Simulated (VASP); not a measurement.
VASP runs on NiSb (NiAs type) share one base input (PBE GGA, plane waves, VASP's PBE PAW potentials (set 64)) and change the settings named in each case.

KPOINTS:
```
Regular mesh
0
gamma
8 8 6
0 0 0
```

### INCAR
```
SYSTEM=NiSb
PREC=Accurate; ENCUT=400; LREAL=.FALSE.
LASPH=.TRUE.
EDIFF=1E-6; NELM=100; ALGO=Normal
LMAXMIX=4
ISMEAR=1; SIGMA=0.1
GGA=PE
ISIF=2
LWAVE=.FALSE.; LCHARG=.FALSE.
```

### POSCAR
```
NiSb
4.00860
  0.5000000000  -0.8660255451   0.0000000000
  0.5000000000   0.8660255451   0.0000000000
  0.0000000000   0.0000000000   1.3053435115
Ni Sb
2 2
Cartesian
  0.0000000000   0.0000000000   0.6526717557
  0.0000000000   0.0000000000   0.0000000000
  0.5000000000   0.2886757590   0.3263358779
  0.5000000000  -0.2886757590   0.9790076336
```

POTCAR, in this order: Ni Sb (PBE.64 set). Program: vasp_std.

```
change                                                                              E(σ→0) (eV/atom)  pressure (GPa)  −TS (eV)
----------------------------------------------------------------------------------  ----------------  --------------  --------
base run                                                                                     -5.0721           -3.30    0.0010
LDAU = .TRUE., LDAUJ = 0 0, LDAUL = 2 -1, LDAUTYPE = 2, LDAUU = 1.0 0                        -4.7562           -3.99    0.0015
LDAU = .TRUE., LDAUJ = 0 0, LDAUL = 2 -1, LDAUTYPE = 2, LDAUU = 2.0 0                        -4.4491             ___    0.0017
LDAU = .TRUE., LDAUJ = 0 0, LDAUL = 2 -1, LDAUTYPE = 2, LDAUU = 3.0 0                        -4.1514           -5.50    0.0021
LDAU = .TRUE., LDAUJ = 0 0, LDAUL = 2 -1, LDAUTYPE = 2, LDAUU = 4.0 0                        -3.8635           -6.25    0.0022
LDAU = .TRUE., LDAUJ = 0 0, LDAUL = 2 -1, LDAUTYPE = 2, LDAUU = 5.0 0                        -3.5859           -7.05    0.0020
LDAU = .TRUE., LDAUJ = 0 0, LDAUL = 2 -1, LDAUTYPE = 2, LDAUU = 6.0 0                        -3.3193           -7.98    0.0017
LDAU = .TRUE., LDAUJ = 0 0, LDAUL = 2 -1, LDAUTYPE = 2, LDAUU = 8.0 0                        -2.8219           -9.77    0.0008
LDAU = .TRUE., LDAUJ = 0 0, LDAUL = 2 -1, LDAUTYPE = 2, LDAUU = 5.0 0, LMAXMIX = 2           -3.5859           -7.10    0.0020
```

### Question
What belongs in the gaps?

### Answer

- LDAU = .TRUE., LDAUJ = 0 0, LDAUL = 2 -1, LDAUTYPE = 2, LDAUU = 2.0 0, pressure (GPa): -4.78

Energies of different potentials or functionals have different zeros. Unless said otherwise, spin-orbit coupling is left out, though it shifts the bands of the heavy elements here.

Left out are runs that ran out of time, are held back, or changed the cell or the kind of run, fixed moments of cells without a moment, rows past the twelfth, gaps on odd meshes, pressures of charged cells and columns that move by less than the noise.

The compound is NiSb in the NiAs type structure. The cell was not relaxed at this level. The run is not spin-polarised, so no magnetic state was tried.
